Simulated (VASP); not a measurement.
A convergence study with VASP on ZnO (wurtzite): a few settings are varied, all else stays as given below, so the limit is that of these other settings.

```
CELL_PARAMETERS angstrom
      1.62500    -2.81458     0.00000
      1.62500     2.81458     0.00000
      0.00000     0.00000     5.21000
ATOMIC_POSITIONS crystal
  Zn 0.66667 0.33333 0.50000
  Zn 0.33333 0.66667 0.00000
  O  0.66667 0.33333 0.88200
  O  0.33333 0.66667 0.38200
```

All values below come from PBEsol GGA, VASP's PBE PAW potentials (set 64) (plane waves; VASP). The last row used: 700 eV cut-off, 15×15×8 Γ-centred mesh, second-order Methfessel-Paxton smearing of 0.40 eV, potentials Zn O.

```
setting                                  E (eV/atom)  pressure (GPa)  irreducible k-points
---------------------------------------  -----------  --------------  --------------------
ISMEAR = -1, SIGMA = 0.01, 4×4×2 mesh        -4.8469           -0.85                     8
ISMEAR = -1, SIGMA = 0.1, 4×4×2 mesh         -4.8467           -0.83                     8
ISMEAR = 0, SIGMA = 0.01, 4×4×2 mesh         -4.8469           -0.85                     8
ISMEAR = 0, SIGMA = 0.2, 4×4×2 mesh          -4.8468           -0.84                     8
ISMEAR = 1, SIGMA = 0.05, 4×4×2 mesh         -4.8469           -0.85                     8
ISMEAR = 1, SIGMA = 0.2, 4×4×2 mesh          -4.8468           -0.85                     8
ISMEAR = 2, SIGMA = 0.05, 4×4×2 mesh         -4.8469           -0.85                     8
ISMEAR = 2, SIGMA = 0.2, 4×4×2 mesh          -4.8467           -0.85                     8
ISMEAR = -1, SIGMA = 0.01, 9×9×5 mesh        -4.8546           -0.82                    36
ISMEAR = -1, SIGMA = 0.2, 9×9×5 mesh         -4.8542             ___                    36
ISMEAR = 0, SIGMA = 0.01, 9×9×5 mesh         -4.8546           -0.82                    36
ISMEAR = 0, SIGMA = 0.4, 9×9×5 mesh          -4.8545           -0.81                    36
ISMEAR = 1, SIGMA = 0.05, 9×9×5 mesh         -4.8546           -0.82                    36
ISMEAR = 1, SIGMA = 0.4, 9×9×5 mesh          -4.8546           -0.88                    36
ISMEAR = 2, SIGMA = 0.05, 9×9×5 mesh         -4.8546           -0.82                    36
ISMEAR = 2, SIGMA = 0.4, 9×9×5 mesh          -4.8545           -0.84                    36
ISMEAR = -1, SIGMA = 0.05, 15×15×8 mesh      -4.8547           -0.83                   135
ISMEAR = -1, SIGMA = 0.2, 15×15×8 mesh       -4.8542           -0.81                   135
ISMEAR = 0, SIGMA = 0.1, 15×15×8 mesh        -4.8547           -0.83                   135
ISMEAR = 0, SIGMA = 0.4, 15×15×8 mesh        -4.8546           -0.83                   135
ISMEAR = 1, SIGMA = 0.1, 15×15×8 mesh        -4.8547           -0.83                   135
ISMEAR = 1, SIGMA = 0.4, 15×15×8 mesh        -4.8546           -0.87                   135
ISMEAR = 2, SIGMA = 0.1, 15×15×8 mesh        -4.8547           -0.83                   135
ISMEAR = 2, SIGMA = 0.4, 15×15×8 mesh        -4.8545           -0.84                   135
```

Question: What belongs in the gaps?

Answer: 
- ISMEAR = -1, SIGMA = 0.2, 9×9×5 mesh, pressure (GPa): -0.80

Left out are rungs that failed or repeat a setting and relaxations that didn't move; long series are thinned to 24 rows.

The compound is ZnO in the wurtzite structure. The cell was not relaxed at this level.
